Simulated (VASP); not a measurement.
A convergence study with VASP on KZnF3 (cubic perovskite): one setting is varied, all else stays as given below, so the limit is that of these other settings. Each run relaxes cell and ions from the cell shown. The basis is that of the starting cell, so low cut-offs carry a Pulay error.

```
CELL_PARAMETERS angstrom
      4.05000     0.00000     0.00000
      0.00000     4.05000     0.00000
      0.00000     0.00000     4.05000
ATOMIC_POSITIONS crystal
  K  0.00000 0.00000 0.00000
  Zn 0.50000 0.50000 0.50000
  F  0.50000 0.00000 0.50000
  F  0.00000 0.50000 0.50000
  F  0.50000 0.50000 0.00000
```

Method: PBE GGA, VASP's PBE PAW potentials (set 64) (plane waves; VASP). The tightest run used: 800 eV cut-off, 4×4×4 Γ-centred mesh, Gaussian smearing of 0.050 eV, potentials K_sv Zn F.

Gaps are read on the run's mesh, which can miss a band edge.

```
setting      relaxed volume (Å³/atom)  E (eV/atom)  gap on the mesh (eV)  plane waves
-----------  ------------------------  -----------  --------------------  -----------
ENCUT = 300                    10.903      -4.5739                 4.310          804
ENCUT = 350                    12.047      -4.1549                 4.057         1021
ENCUT = 400                    12.971      -4.0667                 3.867         1228
ENCUT = 450                    13.636      -4.0581                 3.734         1472
ENCUT = 500                    14.003      -4.0630                 3.662         1743
```

### Question
These are the cheaper rows. Estimate the results at ENCUT = 800, and how far the last row shown lies from them.

### Answer

```tsv
quantity	tightest run	last row shown is off by
relaxed volume (Å³/atom)	14.104	-0.101
E (eV/atom)	-4.0684	0.0054
gap on the mesh (eV)	3.648	0.014
```

Left out are rungs that failed or repeat a setting and relaxations that didn't move; long series are thinned to 24 rows.

The compound is KZnF3 in the cubic perovskite structure.
